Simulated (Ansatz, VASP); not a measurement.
**Two plane-wave programs on Ge2Te3O**

```
Ge Te O
1.0
     6.88703    0.00000    0.00000
    -3.44351    5.96434    0.00000
     0.00000    0.00000    4.19626
Ge Te O
2 3 1
Direct
  0.66667 0.33333 0.00000
  0.33333 0.66667 0.00000
  0.50000 0.50000 0.50000
  0.50000 0.00000 0.50000
  0.00000 0.50000 0.50000
  0.00000 0.00000 0.00000
```

Change from the starting cell: species swapped into the ZrCo3B2 type (P6/mmm, No. 191).

Alike in both runs: functional PBE; k mesh 3 × 3 × 4; occupations gaussian, width 0.1 eV; no spin polarisation.

Ansatz relaxed the structure, and its values are those at the end. VASP's run is a single point on that final structure, the one shown.

|  | VASP | Ansatz |
| --- | --- | --- |
| version | VASP 6.6.1 | Ansatz 0.2.0 |
| potentials or method | VASP PAW PBE potentials, release 64 (Ge_d, Te, O) | scalar-relativistic, plane waves, PAW |
| plane-wave cutoff (eV) | 520 | 420 |
| valence electrons in the cell | 52 | 82 |

```csv
,VASP,Ansatz,Ansatz less VASP
gap on the k mesh at the Fermi level (eV),none,none,-
pressure (GPa),0.3,0.4,+0.04
```

A gap of «none» marks a metal or a gap that the smearing closes. The functional is the same, so the differences come from potentials, cutoffs and numerics. The two sets of potentials don't hold the same shells in valence.

Caveats: the k mesh is coarse (spacing up to 0.37 Å⁻¹), so the values aren't converged. The runs have no spin-orbit coupling, so splittings on Te are missing.
